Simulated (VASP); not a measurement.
Input of a VASP 6.6.1 run:

The input INCAR:

```
PREC     = Accurate       # precision mode
ENCUT    = 600            # plane-wave cutoff, eV
EDIFF    = 1E-6           # SCF threshold, eV
ISMEAR   = 0              # smearing method
SIGMA    = 0.02           # smearing width, eV
LREAL    = False          # projectors in reciprocal space
LASPH    = True           # aspherical terms in the spheres
NELM     = 60             # most SCF steps
ALGO     = Fast           # electronic algorithm
ISIF     = 3              # what is computed and relaxed
LWAVE    = False          # write WAVECAR
LCHARG   = False          # write CHGCAR
GGA      = PE             # functional
IBRION   = 2              # ionic algorithm
NSW      = 100            # ionic steps
EDIFFG   = -0.005         # ionic threshold
```

KPOINTS

```
Automatic mesh
0
Gamma
  8 8 8
```

Contents of POSCAR:

```
GaP
1.0
    0.0000000000      2.7252500000      2.7252500000
    2.7252500000      0.0000000000      2.7252500000
    2.7252500000      2.7252500000      0.0000000000
Ga P
1 1
Direct
    0.0000000000      0.0000000000      0.0000000000
    0.2500000000      0.2500000000      0.2500000000
```

Potentials or basis: VASP PAW PBE potentials, release 64 (Ga_d, P).

Run with:

```sh
$ cat potpaw_PBE.64/Ga_d/POTCAR potpaw_PBE.64/P/POTCAR > POTCAR
$ mpirun -np 1 vasp_std > vasp.out
```

Question: Estimate the relaxed volume.

Answer: 20.86 Å³/atom.

Question: What does it give for the relaxed cell?

Answer: a = 3.893 Å, b = 3.893 Å, c = 3.893 Å, α = 60.00°, β = 60.00°, γ = 60.00°.

Question: Estimate the band gap on the k mesh.

Answer: 1.58 eV, direct.

The path:
| step | energy change (eV) | largest force (eV/Å) | pressure (GPa) | volume (Å³) |
| --- | --- | --- | --- | --- |
| 1 | 0.0000 | 0.0000 | 2.42 | 40.48 |
| 2 | -0.0073 | 0.0000 | -0.99 | 42.30 |
| 3 | -0.0092 | 0.0000 | -0.01 | 41.72 |

A k mesh can miss the band edges. Expect the measured gap to be larger: semilocal functionals such as PBE lack the derivative discontinuity.
